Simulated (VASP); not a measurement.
An input for Ansatz (written as the equivalent of a VASP run, and not itself run):

Ansatz 0.2 input:
```yaml
crystal:
  lattice:
    - [3.6135895, 0.0000000, 0.0000000]
    - [-1.8067948, 3.1294611, 0.0000000]
    - [0.0000000, 0.0000000, 6.1218743]
  atoms:
    - { symbol: Cu, position: [0.3333330, 0.6666670, 0.0066166] }
    - { symbol: Cu, position: [0.6666670, 0.3333330, 0.5066166] }
    - { symbol: Cl, position: [0.3333330, 0.6666670, 0.3683834] }
    - { symbol: Cl, position: [0.6666670, 0.3333330, 0.8683834] }
kpoints:
  mp_grid: { grid: [7, 7, 4] }
hamiltonian:
  xc: pbesol
  pseudopotentials: { kind: paw }
scf:
  occupations: { method: gaussian, width: 0.05 }
  max_iter: 100
relax:
  max_steps: 40
  f_tol: 0.02
  cell: { p_target: 10 }
output: { forces: true, stress: true, eigenvalues: true }
```

Task: Translate this input to VASP (INCAR, KPOINTS, POSCAR, choice of POTCAR).

Result: Several could match; the one computed here: 
**INCAR**
```
# general
SYSTEM  = CuCl
PREC    = Accurate
ENCUT   = 500   # plane-wave cut-off (eV)
LREAL   = .FALSE.   # projection in real space or not
LASPH   = .TRUE.

# electronic loop
EDIFF   = 1E-6   # SCF stop (eV)
NELM    = 100   # most electronic steps
ALGO    = Normal
LMAXMIX = 4

# smearing
ISMEAR  = 0
SIGMA   = 0.05

# functional
GGA     = PS   # PBEsol

# ions
IBRION  = 2   # conjugate gradients
NSW     = 40   # most ionic steps
ISIF    = 3   # ions, shape and volume
EDIFFG  = -0.02
PSTRESS = 100   # kbar

# output
LWAVE   = .FALSE.
LCHARG  = .FALSE.
```

**KPOINTS**
```
Regular mesh
0
gamma
 7 7 4
```

**POSCAR**
```
CuCl
1.0
  3.6135895463   0.0000000000   0.0000000000
 -1.8067947732   3.1294610898   0.0000000000
  0.0000000000   0.0000000000   6.1218743315
Cu Cl
2 2
Cartesian
 -0.0000018068   2.0863084364   0.0405060053
  1.8067965799   1.0431526534   3.1014431711
 -0.0000018068   2.0863084364   2.2551968690
  1.8067965799   1.0431526534   5.3161340347
```

POTCAR, in this order: Cu Cl (PBE.64 set). Program: vasp_std.

What does not carry over: each code has its own PAW files, so the cut-off isn't converted (ENCUT is set for VASP's; basis.ecutwfc is left out, and Ansatz then takes the one that its files recommend); Ansatz stops its SCF on the density residual and VASP on the energy change (EDIFF).

The structure was generated: CuCl was put into the wurtzite type (P6_3mc), which need not be its known phase. This run relaxes it under an external pressure of 10 GPa. Symmetry was kept, so distortions that lower it aren't found.
